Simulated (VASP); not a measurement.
Set up this calculation in VASP 6.6.1, as the native input.

* Task: single point
* Functional: PBE
* Potentials or basis: VASP PAW PBE potentials, release 64 (In_d, W_sv, Se)
* Cutoff: 520 eV
* k mesh: 7 × 7 × 2
* Occupations: gaussian, width 0.15 eV
* Spin: no spin polarisation
* Further INCAR settings: PREC = Normal; LREAL = Auto; ALGO = Fast; EDIFF = 1e-05

The structure of In2WSe3 lies in POSCAR:

```
In2WSe3
1.0
    3.4730180000      0.0000000000      0.0000000000
   -3.4730180000      6.0154440000      0.0000000000
    0.0000000000      0.0000000000     15.4070100000
In W Se
4 2 6
Direct
    0.6666670000      0.1666665000      0.6349230000
    0.6666670000      0.6666665000      0.6349230000
    0.6666670000      0.1666665000      0.3650770000
    0.6666670000      0.6666665000      0.3650770000
    0.0000000000      0.0000000000      0.0000000000
    0.0000000000      0.5000000000      0.0000000000
    0.3333330000      0.3333335000      0.8943480000
    0.3333330000      0.8333335000      0.8943480000
    0.3333330000      0.3333335000      0.1056520000
    0.3333330000      0.8333335000      0.1056520000
    0.0000000000      0.0000000000      0.5000000000
    0.0000000000      0.5000000000      0.5000000000
```

The cell was built by a generator and needn't be a form met in nature.

One way to write it, as run:

INCAR

```
ALGO = Fast ; EDIFF = 1E-5
ENCUT = 520 ; GGA = PE
ISIF = 2 ; ISMEAR = 0
LASPH = True ; LCHARG = False
LREAL = Auto ; LWAVE = False
NELM = 80 ; PREC = Normal
SIGMA = 0.15
```

KPOINTS

```
k-points
0
Gamma
  7 7 2
```

Potentials or basis: VASP PAW PBE potentials, release 64 (In_d, W_sv, Se).

Launch:

```bash
$ cat potpaw_PBE.64/In_d/POTCAR potpaw_PBE.64/W_sv/POTCAR potpaw_PBE.64/Se/POTCAR > POTCAR
$ mpirun -np 1 vasp_std > vasp.out
```

It gave:

```json
{
 "Pressure": "0.0 GPa",
 "Largest force": "0.094 eV/Å",
 "Band gap on the k mesh": "none (metal or under the smearing width)"
}
```

Caveat: this functional lacks dispersion, which binds the layers, so the pressure and a relaxed spacing across them are unreliable.

Run time: 11 min on 1 thread of Intel(R) Xeon(R) Platinum 8488C (Sapphire Rapids) (shared host), peak memory 0.53 GiB.
